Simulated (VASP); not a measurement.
Computed with PBE GGA, VASP's PBE PAW potentials (set 64) (plane waves; VASP 6.6.1).

VASP ran on this input.

File KPOINTS:
```
Automatic mesh
0
Gamma
9 9 9
0 0 0
```

### POSCAR
```
RuS
3.4198610
  0.0000000000   0.7071068093   0.7071068093
  0.7071068093   0.0000000000   0.7071068093
  0.7071068093   0.7071068093   0.0000000000
S Ru
1 1
direct
  0.0000000000   0.0000000000   0.0000000000
  0.5000000000   0.5000000000   0.5000000000
```

### INCAR
```
ALGO  =  Normal
EDIFF  =  1E-6
ENCUT  =  300
GGA  =  PE
ISIF  =  2
ISMEAR  =  0
LASPH  =  .TRUE.
LCHARG  =  .FALSE.
LMAXMIX  =  4
LREAL  =  .FALSE.
LWAVE  =  .FALSE.
NELM  =  100
PREC  =  Accurate
SIGMA  =  0.05
SYSTEM  =  RuS
```

POTCAR, in this order: S Ru_pv (PBE.64 set). Program: vasp_std.

What VASP printed:

### OUTCAR
```
 ion  position               nearest neighbor table
   1  0.000  0.000  0.000-   2 2.42   2 2.42   2 2.42   2 2.42   2 2.42   2 2.42
   2  0.500  0.500  0.500-   1 2.42   1 2.42   1 2.42   1 2.42   1 2.42   1 2.42
  LATTYP: Found a face centered cubic cell.
 ALAT       =     4.8364140000
 Subroutine PRICEL returns:
 Original cell was already a primitive cell.
 Subroutine GETGRP returns: Found 48 space group operations
The static configuration has the point symmetry O_h .
The dynamic configuration has the point symmetry O_h .
 Subroutine INISYM returns: Found 48 space group operations
 Subroutine IBZKPT returns following result:
 Found     35 irreducible k-points:

 Following reciprocal coordinates:
            Coordinates               Weight
  0.000000  0.000000  0.000000      1.000000
  0.111111  0.000000  0.000000      8.000000
  0.222222  0.000000  0.000000      8.000000
  0.333333  0.000000  0.000000      8.000000
  0.444444  0.000000  0.000000      8.000000
  0.111111  0.111111  0.000000      6.000000
  0.222222  0.111111  0.000000     24.000000
  0.333333  0.111111  0.000000     24.000000
  0.444444  0.111111  0.000000     24.000000
...
```

OSZICAR:
```
       N       E                     dE             d eps       ncg     rms          rms(c)
DAV:   1     0.968872223236E+02    0.96887E+02   -0.93549E+03  1018   0.952E+02
DAV:   2    -0.106398269798E+02   -0.10753E+03   -0.10532E+03  1148   0.286E+02
DAV:   3    -0.129286277286E+02   -0.22888E+01   -0.22546E+01  1184   0.426E+01
DAV:   4    -0.129490534413E+02   -0.20426E-01   -0.20412E-01  1284   0.374E+00
DAV:   5    -0.129494133978E+02   -0.35996E-03   -0.35994E-03  1204   0.424E-01    0.170E+01
DAV:   6    -0.126697371590E+02    0.27968E+00   -0.20392E+00  1064   0.146E+01    0.834E+00
DAV:   7    -0.126202622377E+02    0.49475E-01   -0.34451E-01  1070   0.664E+00    0.572E+00
DAV:   8    -0.126168332323E+02    0.34290E-02   -0.33933E-02  1130   0.192E+00    0.302E-01
DAV:   9    -0.126168872063E+02   -0.53974E-04   -0.11836E-03  1232   0.306E-01    0.178E-01
DAV:  10    -0.126169291079E+02   -0.41902E-04   -0.11302E-04  1214   0.113E-01    0.376E-02
DAV:  11    -0.126169238927E+02    0.52153E-05   -0.11490E-05  1154   0.408E-02    0.129E-02
DAV:  12    -0.126169232986E+02    0.59412E-06   -0.98840E-07   860   0.999E-03
   1 F= -.12616923E+02 E0= -.12614013E+02  d E =-.582086E-02
```

### OUTCAR
```
------------------------ aborting loop because EDIFF is reached ----------------------------------------
  FORCE on cell =-STRESS in cart. coord.  units (eV):
  Direction    XX          YY          ZZ          XY          YZ          ZX
  --------------------------------------------------------------------------------------
  Total        1.2610871      1.2610871      1.2610871      0.0000000      0.0000000     -0.0000000
  in kB       71.4406262     71.4406262     71.4406262      0.0000000      0.0000000     -0.0000000
  external PRESSURE =      71.4406262 kB  Pullay stress =       0.0000000 kB
  volume of cell :       28.28
      direct lattice vectors                 reciprocal lattice vectors
     0.000000000  2.418207000  2.418207000    -0.206764764  0.206764764  0.206764764
     2.418207000  0.000000000  2.418207000     0.206764764 -0.206764764  0.206764764
     2.418207000  2.418207000  0.000000000     0.206764764  0.206764764 -0.206764764
 POSITION                                       TOTAL-FORCE (eV/Angst)
 -----------------------------------------------------------------------------------
      0.00000      0.00000      0.00000        -0.000000     -0.000000      0.000000
      2.41821      2.41821      2.41821         0.000000      0.000000      0.000000
 -----------------------------------------------------------------------------------
    total drift:                                0.000000      0.000000      0.000000
  FREE ENERGIE OF THE ION-ELECTRON SYSTEM (eV)
  ---------------------------------------------------
  free  energy   TOTEN  =       -12.6169232986 eV

  energy  without entropy=      -12.6111024397  energy(sigma->0) =      -12.61401287
```
(Selected blocks of OUTCAR.)

At this cut-off the stress carries a Pulay error, which pulls relaxed volumes low.

The structure was generated: RuS was put into an ordered model structure, which need not be its known phase. The cell was not relaxed at this level, and its volume differs by -5.9 % from the start's.
